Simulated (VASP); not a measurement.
Data:

```yaml
crystal:
  lattice:
    - [0.00000, 2.54354, 2.54354]
    - [2.54354, 0.00000, 2.54354]
    - [2.54354, 2.54354, 0.00000]
  atoms:
    - { symbol: Be, position: [0.00000, 0.00000, 0.00000] }
    - { symbol: Se, position: [0.25000, 0.25000, 0.25000] }
```

All values below come from LDA (Ceperley-Alder, Perdew-Zunger), VASP's LDA PAW potentials (set 64) (plane waves; VASP). Settings: 400 eV cut-off, 9×9×9 Γ-centred mesh, Gaussian smearing of 0.010 eV, potentials Be Se.

**Question.** Give the electronic dielectric tensor ε∞ (DFPT, local fields included).

**Answer.** 
```
6.14  0.00  0.00
0.00  6.14  0.00
0.00  0.00  6.14
```

**Question.** Give the Born effective charges.

**Answer.** 
```csv
atom,Z*xx,Z*yy,Z*zz,mean
Be1,1.48,1.48,1.48,1.48
Se2,-1.48,-1.48,-1.48,-1.48
```

The compound is BeSe in the zinc blende structure. It was relaxed first.
